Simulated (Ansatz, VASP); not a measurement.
# HfC: VASP beside Ansatz

Wanted: the spread between two codes on one cell, functional and k mesh. The structure shown is the end of the Ansatz relaxation below.

Main program and level: Ansatz 0.2.0; plane waves, with VASP 6.6.1 beside it; single point at LDA.

### 1. The structure

Symmetry: I4/mmm, No. 139, tetragonal system. Conventional cell: a = 3.250 Å, b = 3.250 Å, c = 4.436 Å, α = 90.00°, β = 90.00°, γ = 90.00°. C has 6 Hf at 2.22 to 2.30 Å nearest. Nearest to Hf lie 6 C at 2.22 to 2.30 Å. Farther neighbours are not listed.

### 2. Ansatz: relaxation, LDA

Ansatz runs on its PAW soft_1 files.

This run makes the geometry at which the two programs are then compared.

The input, input.yaml:

```yaml
crystal:
  lattice:
    - [0.0, 2.2940391455, 2.2177814199]
    - [2.2940391455, 0.0, 2.2177814199]
    - [2.2940391455, 2.2940391455, 0.0]
  atoms:
    - { symbol: C, position: [0.0, 0.0, 0.0] }
    - { symbol: Hf, position: [0.5, 0.5, 0.5] }
  conventional_axes: [[-1, 1, 1], [1, -1, 1], [1, 1, -1]]
kpoints:
  mp_grid: { grid: [16, 16, 16] }
hamiltonian:
  xc: lda
  pseudopotentials: { kind: paw, azcp: { folder: soft_1 }, xc_functional: pbe }
scf:
  occupations: { method: methfessel_paxton, width: 0.2 }
output:
  forces: true
  stress: true
  eigenvalues: true
relax:
  adjacent_minimum: "off"
  f_tol: 0.001
  max_steps: 60
  cell: { stress_tol: 0.01, fix: [c, angles] }
```

On the command line:

```bash
$ ansatz run input.yaml --threads 4 --pin off --max-ram 10240MiB --backend cpu --events-out ev --progress --plain --runs-dir out
```

Numbers of over 12 decimals in the logs are rounded to 6 here.

Output:

```text
Engine: ansatz 0.2.0, aarch64-unknown-linux-gnu
Pseudopotentials: kind: paw
Pseudopotential: C, paw, valence charge 4, recommended cutoff 420 eV (normal), soft_1/C.paw.azcp
Pseudopotential: Hf, paw, valence charge 26, recommended cutoff 420 eV (normal), soft_1/Hf.paw.azcp
Functional definition: SPW92
  exchange = slater_x
  correlation = pw_c
Crystal: 2 atoms, lattice volume = 23.343 Å³
Basis set: ecut = 420 eV, 459 PW (Γ)
Bands: 19, of which v1, the nominal top of the filled ones, is band 15 counted from 1 (14 counted from 0)
Symmetry: 16 space group operations
Space group: I4/mmm (ITA 139), of the structure as read, at distance tolerance 2.9e-5 Å
k-points: 349 of 4096
Non-local potential: C, projectors of the file, l = 0: 2, l = 1: 2, l = 2: 1
Non-local potential: Hf, projectors of the file, l = 0: 3, l = 1: 2, l = 2: 2, l = 3: 3
PAW form: soft (Blöchl's): semilocal exchange-correlation on the pseudo side does not see the compensation charge
PAW frozen core: C, regenerated for the run's functional, and the local potential with it (the file was generated under x = pbe(κ = 0.804, μ = 0.219515), c = pbe(β = 0.066725))
PAW frozen core: Hf, regenerated for the run's functional, and the local potential with it (the file was generated under x = pbe(κ = 0.804, μ = 0.219515), c = pbe(β = 0.066725))
PAW one-centre angular grid: C, 110 points (default); XC on 64 Gauss nodes
PAW one-centre angular grid: Hf, 590 points (default); XC on 64 Gauss nodes
Initial density: superposition of atomic densities (chi_scale 0.1, normalization cell, long waves kept (reshape's long-wave potential 0.00 eV rms))
Initial wavefunctions: pseudopotential atomic-orbital guess
Functional: x = slater, c = lda
SCF iter   1: F=—  HF=-15723.139214 eV  |F-HF|=—  |Δ(HF+E_count)|=         —  Δρ=9.47e-2  dr2=2.76e0  ethr=3.10e-3  ⟨swp⟩=4.9  Hψ=29153  notcnv=0
preconditioner: auto → Kerker (q_TF=auto, 2.845 Å⁻¹)  [metal: Δε(μ)=0.027 eV  Ē_g=17.795 eV  σ=0.200 eV  W_gap=0.11  n_scr=14 (ndim 8)  ℏωp=40.7 eV  f_vac=0.000  D(μ)=0.19/eV (n_scr^D=0)]
SCF iter   2: F=—  HF=-15722.542771 eV  |F-HF|=—  |Δ(HF+E_count)|=   5.96e-1  S|Δr|=    0.00e0  Δρ=3.37e-2  dr2=2.70e-1  ethr=3.10e-3  ⟨swp⟩=2.1  Hψ=11531  notcnv=0
SCF iter   3: F=—  HF=-15722.478548 eV  |F-HF|=—  |Δ(HF+E_count)|=   6.42e-2  S|Δr|=    0.00e0  Δρ=1.37e-2  dr2=2.64e-2  ethr=9.00e-4  ⟨swp⟩=2.0  Hψ=12111  notcnv=0
SCF iter   4: F=—  HF=-15722.473047 eV  |F-HF|=—  |Δ(HF+E_count)|=   5.50e-3  S|Δr|=    0.00e0  Δρ=7.58e-3  dr2=6.57e-3  ethr=8.79e-5  ⟨swp⟩=2.1  Hψ=11767  notcnv=0
SCF iter   5: F=—  HF=-15722.472244 eV  |F-HF|=—  |Δ(HF+E_count)|=   8.02e-4  S|Δr|=    0.00e0  Δρ=1.47e-3  dr2=2.88e-4  ethr=2.19e-5  ⟨swp⟩=2.0  Hψ=10272  notcnv=0
SCF iter   6: F=—  HF=-15722.472127 eV  |F-HF|=—  |Δ(HF+E_count)|=   1.18e-4  S|Δr|=    0.00e0  Δρ=2.93e-4  dr2=2.07e-5  ethr=9.60e-7  ⟨swp⟩=2.5  Hψ=12216  notcnv=0
SCF iter   7: F=—  HF=-15722.472125 eV  |F-HF|=—  |Δ(HF+E_count)|=   1.38e-6  S|Δr|=    0.00e0  Δρ=8.41e-5  dr2=1.20e-6  ethr=6.91e-8  ⟨swp⟩=2.3  Hψ=12248  notcnv=0
SCF iter   8: F=-15722.472126 eV  HF=-15722.472126 eV  |F-HF|=3.08e-9  |Δ(HF+E_count)|=   1.29e-7  S|Δr|=    0.00e0  Δρ=1.43e-5  dr2=3.08e-8  ethr=3.33e-10  ⟨swp⟩=5.6  Hψ=40497  notcnv=0
SCF 1 converged in 8 iterations: F = -15722.472126 eV  dr2 = 3.08e-8
  greatest PAW one-centre occupation: 0.998 electrons in one spin orbital (limit 2), on the Hf atom at site 1 (counted from 0), in its partial waves of l = 3
relax step   1: F+E_penalty+E_count = -15722.47212557 eV  Δ(F+E_penalty+E_count) = +0.000e0 eV  max|allowed force component| = 2.603e-29 eV/Å  Δτ_max = 0.0000 Å  P = +7.083 GPa  Ω = 23.343 Å³  fix = [c, alpha, beta, gamma]  reactions: c +18.944 GPa  (8 SCF iters, dr2 threshold 1.00e-7 eV, accepted)
[...]
relax step   2: F+E_penalty+E_count = -15722.47220299 eV  Δ(F+E_penalty+E_count) = -7.742e-5 eV  max|allowed force component| = 2.939e-29 eV/Å  Δτ_max = 0.0000 Å  P = +5.796 GPa  Ω = 23.455 Å³  energy of the carried Pulay correction = -1.603e-4 eV  fix = [c, alpha, beta, gamma]  reactions: c +18.314 GPa  (5 SCF iters, dr2 threshold 2.00e-7 eV, accepted)
[...]
relax step   3: F+E_penalty+E_count = -15722.47229583 eV  Δ(F+E_penalty+E_count) = -9.285e-5 eV  max|allowed force component| = 5.206e-29 eV/Å  Δτ_max = 0.0000 Å  P = +6.163 GPa  Ω = 23.422 Å³  energy of the carried Pulay correction = -1.144e-4 eV  fix = [c, alpha, beta, gamma]  reactions: c +18.499 GPa  (4 SCF iters, dr2 threshold 2.00e-7 eV, accepted)
[...]
relax step   4: F+E_penalty+E_count = -15722.47240581 eV  Δ(F+E_penalty+E_count) = -1.100e-4 eV  max|allowed force component| = 2.603e-29 eV/Å  Δτ_max = 0.0000 Å  P = +6.168 GPa  Ω = 23.422 Å³  fix = [c, alpha, beta, gamma]  reactions: c +18.499 GPa  stress off target by 2.69e-3 GPa on what of the cell is left free  SCF on the basis re-selected at this cell (its energy is not comparable with the rows above)  (8 SCF iters)
basis re-selected at this cell: Δ(F+E_penalty+E_count) = -1.100e-4 eV, ΔP = +0.005 GPa vs the last step (what re-selecting the basis moved, of the pressure what is left beyond the Pulay correction that the steps carried, after the strain that the cell walked since its last selection, with what the two solves' SCF thresholds leave and, on support functions, any second-order correction that the steps lacked; it is no m [...]
SCF converged after 8 iterations
Stability not checked: this state was not tested for a lower state beside it, because cold or Methfessel-Paxton smearing, or corrected tetrahedra, fill the levels in a way that the test cannot read (fill_not_monotonic; see scf.lower_state_search)
Free energy (F): -15722.472406 eV
Harris-Foulkes:  -15722.472406 eV  (|F-HF|=1.82e-12)
Internal energy: -15722.472600 eV  (E = F + TS)
E sigma→0 (E₀):  -15722.472454 eV
Entropy (-TS):   0.000195 eV (0.097 meV/atom)
Fermi energy:    19.725346 eV
--- Per-component energies (eV) ---
  E_band       = 103.972819
  E_kinetic    = 499.148309
  E_local      = -6047.568197  (includes V_loc(G=0)·N_el)
  E_nonlocal   = 99.712710
  E_hartree    = 2974.364384
  E_xc         = -313.579370
  E_vxc        = -316.022571  (∫ρ·V_xc dr)
  E_paw        = -7549.119764  (= ΣΔE_a)
  E_vpaw       = -80.026311  (= ΣTr[D̂ρ^β])
  E_aug_tail   = 0.000113  (compensation charges beyond the density's cutoff)
  E_ewald      = -5387.950705
  E_core_change = 2.519920  (= ΣΔE_core)
  E_smearing   = 0.000195  (= −TS)
  E_closure    = -0.000000  (closes the sum)
  Σ components = -15722.472406   (vs F -15722.472406, Δ=0.00e0)
--- Forces (eV/Å), atoms counted from 1 ---
  atom   1  C     -0.00000000     0.00000000     0.00000000
  atom   2  Hf     0.00000000     0.00000000    -0.00000000
  max |Σ_I F_I| component: 4.89e-29 eV/Å
--- Stress (GPa, compression-positive) ---
        0.002694       0.000000       0.000000
        0.000000       0.002694       0.000000
        0.000000      -0.000000      18.498992
  P = ⅓ Tr σ = 6.1681 GPa (61.681 kbar)
--- Band table (eV; the first three rows and the last of 349) ---
  k-point 0: bands = [... 11 lower, 8.9865, 20.7525, 20.7525, 20.8567, 20.8567, 20.9871, 21.2604, 22.9476]
  k-point 1: bands = [... 11 lower, 8.9851, 19.9382, 20.1116, 20.3316, 21.1645, 21.3404, 21.6582, 23.5010]
  k-point 2: bands = [... 11 lower, 8.9844, 18.8569, 19.2432, 19.4585, 21.5394, 21.6839, 22.1096, 24.6476]
  k-point 348: bands = [... 11 lower, 9.1230, 17.5348, 17.5392, 19.5986, 19.5986, 25.3430, 26.8441, 26.8441]
--- Relaxed structure (3 steps of the walk, 3 accepted, 1 SCFs on fresh bases) ---
  F+E_penalty+E_count = -15722.47240581 eV   max|allowed force component| = 2.603e-29 eV/Å   (the final SCF, on the basis selected at the relaxed cell)
  cell:  # Å, volume = 23.4224 Å³
    - [0.0, 2.297954, 2.2177814199]
    - [2.297954, 0.0, 2.2177814199]
    - [2.297954, 2.297954, 0.0]
  atoms:
    - { symbol: C, position: [0, 0, 0] }
    - { symbol: Hf, position: [0.5, 0.5, 0.5] }
```

The column dr2 measures how far the density is from self-consistency, as an energy; F and HF (Harris–Foulkes) agree once it is small.

### 3. VASP: single point, LDA, pair 1

The same cell, functional (in two slightly different forms), mesh and smearing now go to VASP, with its own data sets.

Lines of VASP's logs that name or quote its potential files are left out, and so is its time.

The input, INCAR:

```
SYSTEM = HfC
PREC = Accurate
ENCUT = 600
EDIFF = 1E-06
NELM = 120
ISMEAR = 1
SIGMA = 0.2
LREAL = .FALSE.
ALGO = Normal
GGA = CA
NBANDS = 13
LASPH = .TRUE.
LORBIT = 11
LWAVE = .FALSE.
LCHARG = .FALSE.
ISIF = 2
GGA_COMPAT = .FALSE.
KPAR = 2
```

The input, POSCAR:

```
HfC
1.0
    0.0000000000      2.2979538536      2.2177814199
    2.2979538536      0.0000000000      2.2177814199
    2.2979538536      2.2979538536      0.0000000000
C Hf
1 1
Direct
    0.0000000000      0.0000000000      0.0000000000
    0.5000000000      0.5000000000      0.5000000000
```

The input, KPOINTS:

```
Automatic mesh
0
Gamma
16 16 16
0 0 0
```

The projector-augmented-wave data sets are C and Hf_pv (LDA family, release 64).

On the command line:

```bash
$ mpirun -np 2 vasp_std
```

Output:

```text
[banner, memory and clock lines left out]
running    2 mpi-ranks, on    1 nodes
 distrk:  each k-point on    1 cores,    2 groups
 distr:  one band on    1 cores,    1 groups

 POSCAR found type information on POSCAR C Hf
 POSCAR found :  2 types and       2 ions
 LDA part: xc-table for (Slater(with rela. corr.)+CA(PZ))
 , standard interpolation
 POSCAR, INCAR and KPOINTS ok, starting setup
 FFT: planning ... GRIDC
 FFT: planning ... GRID_SOFT
 FFT: planning ... GRID
 WAVECAR not read
 entering main loop
       N       E                     dE             d eps       ncg     rms          rms(c)
DAV:   1     0.238467113744E+02    0.23847E+02   -0.86297E+03  9098   0.119E+03
DAV:   2    -0.243004508535E+02   -0.48147E+02   -0.45214E+02 11415   0.221E+02
DAV:   3    -0.259712645655E+02   -0.16708E+01   -0.16627E+01 11385   0.296E+01
DAV:   4    -0.259803232292E+02   -0.90587E-02   -0.90578E-02 10151   0.259E+00
DAV:   5    -0.259803855344E+02   -0.62305E-04   -0.62305E-04 11457   0.195E-01    0.662E+01
DAV:   6    -0.229353780322E+02    0.30450E+01   -0.13694E+01 10434   0.198E+01    0.463E+01
DAV:   7    -0.228724501788E+02    0.62928E-01   -0.59371E-01 10599   0.542E+00    0.252E+01
DAV:   8    -0.228576976005E+02    0.14753E-01   -0.49483E-02 11184   0.175E+00    0.501E+00
DAV:   9    -0.228532191806E+02    0.44784E-02   -0.22183E-02 10864   0.792E-01    0.182E+00
DAV:  10    -0.228527846089E+02    0.43457E-03   -0.15475E-03 11049   0.290E-01    0.787E-02
DAV:  11    -0.228527846757E+02   -0.66816E-07   -0.69252E-05 10884   0.738E-02    0.695E-02
DAV:  12    -0.228527843360E+02    0.33970E-06   -0.12938E-06  8332   0.103E-02
   1 F= -.22852784E+02 E0= -.22852861E+02  d E =0.229240E-03
```

From OUTCAR (step 3):

```text
ion  position               nearest neighbor table
   1  0.000  0.000  0.000-   2 2.22   2 2.22   2 2.30   2 2.30   2 2.30   2 2.30
   2  0.500  0.500  0.500-   1 2.22   1 2.22   1 2.30   1 2.30   1 2.30   1 2.30

  LATTYP: Found a body centered tetragonal cell.
 ALAT       =     3.2497975055
 C/A-ratio  =     1.3648736059

 Subroutine GETGRP returns: Found 16 space group operations
 (whereof 16 operations were pure point group operations)

The static configuration has the point symmetry D_4h.

 Found    349 irreducible k-points:

   k-points           NKPTS =    349   k-points in BZ     NKDIM =    349   number of bands    NBANDS=     13

   dimension x,y,z NGX =    28 NGY =   28 NGZ =   28
   dimension x,y,z NGXF=    56 NGYF=   56 NGZF=   56

   ENCUT  =  600.0 eV  44.10 Ry    6.64 a.u.   6.38  6.38  6.49*2*pi/ulx,y,z

   NELECT =      14.0000    total number of electrons

 k-points in reciprocal lattice and weights: Automatic mesh
   0.00000000  0.00000000  0.00000000       0.000
   0.06250000  0.00000000  0.00000000       0.002
   0.12500000  0.00000000  0.00000000       0.002
   0.18750000  0.00000000  0.00000000       0.002
   0.25000000  0.00000000  0.00000000       0.002
   0.31250000  0.00000000  0.00000000       0.002
   0.37500000  0.00000000  0.00000000       0.002
   0.43750000  0.00000000  0.00000000       0.002
   0.50000000  0.00000000  0.00000000       0.001
[...]
-0.31250000  0.18750000  0.50000000       0.001
  -0.25000000  0.25000000  0.50000000       0.000

 average (electrostatic) potential at core
       1 -51.2871       2 -34.8156

 E-fermi :   6.4276

 k-point     1 :       0.0000    0.0000    0.0000
  band No.  band energies     occupation
      1     -22.6485      2.00000
      2     -22.6485      2.00000
      3     -22.6270      2.00000
      4      -6.0789      2.00000
      5       7.4050     -0.00000
      6       7.4050     -0.00000
      7       7.6089     -0.00000
      8       7.6089     -0.00000
      9       7.6416     -0.00000
    ...

 k-point     2 :       0.0625    0.0000    0.0000
  band No.  band energies     occupation
      1     -22.6806      2.00000
      2     -22.6529      2.00000
      3     -22.6349      2.00000
      4      -5.9668      2.00000
      5       6.6308     -0.05337
      6       6.7960     -0.02577
      7       7.0141     -0.00027
      8       7.9002     -0.00000
      9       8.0718     -0.00000
    ...

 k-point     3 :       0.1250    0.0000    0.0000
  band No.  band energies     occupation
    ...
      3     -22.6436      2.00000
      4      -5.6408      2.00000
      5       5.5493      2.00000
      6       5.9370      2.00285
      7       6.1502      2.06446
      8       8.2807     -0.00000
      9       8.4254     -0.00000
     10       8.8168     -0.00000
     11      11.3919      0.00000
     12      11.8175      0.00000
    ...

  Total        0.0816989      0.0816989      2.8573283      0.0000000     -0.0000000      0.0000000
  in kB        5.5885032      5.5885032    195.4516667      0.0000000     -0.0000000      0.0000000
  external PRESSURE =      68.8762244 kB  Pullay stress =       0.0000000 kB

  energy-cutoff  :      600.00
  volume of cell :       23.42
      direct lattice vectors                 reciprocal lattice vectors
     0.000000000  2.297953854  2.217781420    -0.217584874  0.217584874  0.225450532
     2.297953854  0.000000000  2.217781420     0.217584874 -0.217584874  0.225450532
     2.297953854  2.297953854  0.000000000     0.217584874  0.217584874 -0.225450532

 POSITION                                       TOTAL-FORCE (eV/Angst)
 -----------------------------------------------------------------------------------
      0.00000      0.00000      0.00000         0.000000      0.000000      0.000000
      2.29795      2.29795      2.21778        -0.000000     -0.000000      0.000000
 -----------------------------------------------------------------------------------
    total drift:                                0.000000      0.000000      0.000000

  FREE ENERGIE OF THE ION-ELECTRON SYSTEM (eV)
  ---------------------------------------------------
  free  energy   TOTEN  =       -22.8527843360 eV

  energy  without entropy=      -22.8530135757  energy(sigma->0) =      -22.85286075

 total charge
# of ion       s       p       d       tot
------------------------------------------
    1        0.874   1.552   0.000   2.426
    2        0.333   6.714   1.826   8.874
--------------------------------------------------
tot          1.207   8.266   1.826  11.299

[... 3 further parts left out ...]
```

The run ends at a pressure of 6.89 GPa.

### 4. Comparison

Known differences besides the potentials themselves: the two LDA forms differ slightly; the data sets hold 30 valence electrons in Ansatz (on its PAW soft_1 files) and 14 in VASP; the cutoff is 420 eV in Ansatz and 600 eV in VASP; VASP's log shows a relativistic correction to its local exchange, Ansatz's none; Ansatz's pressure holds a Pulay correction, VASP's none. Total energies have different zeros and are not compared.

The two programs side by side:

| quantity | Ansatz | VASP | difference |
| --- | --- | --- | --- |
| pressure (GPa) | 6.17 | 6.89 | -0.72 |

### 5. Ansatz: relaxation, LDA

This run makes the geometry at which the two programs are then compared. The cell compared in this pair holds 23.26 Å³, against 23.42 Å³ for the pair before.

The structure compared here is the end of the Ansatz relaxation.

Edit input.yaml of step 2 so:

```diff
@@ -2,5 +2,5 @@
   lattice:
-    - [0.0, 2.2940391455, 2.2177814199]
-    - [2.2940391455, 0.0, 2.2177814199]
-    - [2.2940391455, 2.2940391455, 0.0]
+    - [0.0, 2.2979538536, 2.1949176939]
+    - [2.2979538536, 0.0, 2.1949176939]
+    - [2.2979538536, 2.2979538536, 0.0]
   atoms:
```

On the command line:

```bash
$ ansatz run input.yaml --threads 4 --pin off --max-ram 10240MiB --backend cpu --events-out ev --progress --plain --runs-dir out
```

Output:

```text
[...]
Crystal: 2 atoms, lattice volume = 23.181 Å³
Basis set: ecut = 420 eV, 443 PW (Γ)
Bands: 19, of which v1, the nominal top of the filled ones, is band 15 counted from 1 (14 counted from 0)
Symmetry: 16 space group operations
[...]
k-points: 349 of 4096
[...]
k-point 348: bands = [... 11 lower, 9.2411, 17.6401, 17.8096, 19.7043, 19.7043, 25.5452, 27.0382, 27.0382]
--- Relaxed structure (3 steps of the walk, 3 accepted, 1 SCFs on fresh bases) ---
[...]
cell:  # Å, volume = 23.2623 Å³
    - [0, 2.301984, 2.1949176939]
    - [2.301984, 0, 2.1949176939]
    - [2.301984, 2.301984, 0]
  atoms:
    - { symbol: C, position: [0, 0, 0] }
    - { symbol: Hf, position: [0.5, 0.5, 0.5] }
[key lines of the parts left out:]
SCF converged after 7 iterations
Free energy (F): -15722.438927 eV
Fermi energy:    19.888236 eV
P = ⅓ Tr σ = 8.6560 GPa (86.560 kbar)
```

### 6. VASP: single point, LDA, pair 2

The same cell, functional (in two slightly different forms), mesh and smearing now go to VASP, with its own data sets.

INCAR is that of step 3.

The input, POSCAR:

```
HfC
1.0
    0.0000000000      2.3019836568      2.1949176939
    2.3019836568      0.0000000000      2.1949176939
    2.3019836568      2.3019836568      0.0000000000
C Hf
1 1
Direct
    0.0000000000      0.0000000000      0.0000000000
    0.5000000000      0.5000000000      0.5000000000
```

KPOINTS is that of step 3.

On the command line:

```bash
$ mpirun -np 2 vasp_std
```

Output:

```text
[... set-up lines as in an earlier step ...]
 entering main loop
       N       E                     dE             d eps       ncg     rms          rms(c)
DAV:   1     0.249350647510E+02    0.24935E+02   -0.86136E+03  9090   0.119E+03
DAV:   2    -0.241949200643E+02   -0.49130E+02   -0.45780E+02 11551   0.223E+02
DAV:   3    -0.259368187412E+02   -0.17419E+01   -0.17284E+01 11318   0.299E+01
DAV:   4    -0.259463451778E+02   -0.95264E-02   -0.95250E-02 10135   0.263E+00
[...]
DAV:  10    -0.228176815591E+02    0.41581E-03   -0.14321E-03 11081   0.280E-01    0.988E-02
DAV:  11    -0.228176812645E+02    0.29458E-06   -0.67361E-05 10939   0.718E-02    0.733E-02
DAV:  12    -0.228176808809E+02    0.38354E-06   -0.11434E-06  8341   0.981E-03
   1 F= -.22817681E+02 E0= -.22817814E+02  d E =0.400780E-03
```

(Part 1 of 2 ends here.)

[Lines on the potential files, build, host, timing and source positions are cut from VASP's logs without a mark.]

[Logs are printed without paths, hosts, clocks, repeated set-up lines and the standing remarks that a program may print on its own settings, such as how far it seeks lower states.]

[Hosts, paths, dates, database ids (printed as entryN), source tags and the programs' standing remarks are cut or masked in the printed files.]
